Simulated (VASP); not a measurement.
Given:

```xyz
2
Lattice="0.0000 2.1902 2.1902 2.1902 0.0000 2.1902 2.1902 2.1902 0.0000" Properties=species:S:1:pos:R:3 pbc="T T T"
Si     0.0000     0.0000     0.0000
C      1.0951     1.0951     1.0951
```

All values below come from PW91 GGA, VASP's PBE PAW potentials (set 64) (plane waves; VASP). Settings: 520 eV cut-off, Gaussian smearing of 0.050 eV, potentials Si C.

What does the run give for the band gap (along the path) with the smallest direct gap where there is one?

```yaml
band gap (along the path): 1.41 eV
smallest direct gap (along the path): 4.56 eV
```

Total energies compare only between runs with the same potentials, cut-off and functional.

The compound is SiC in the zinc blende structure. It was relaxed first.
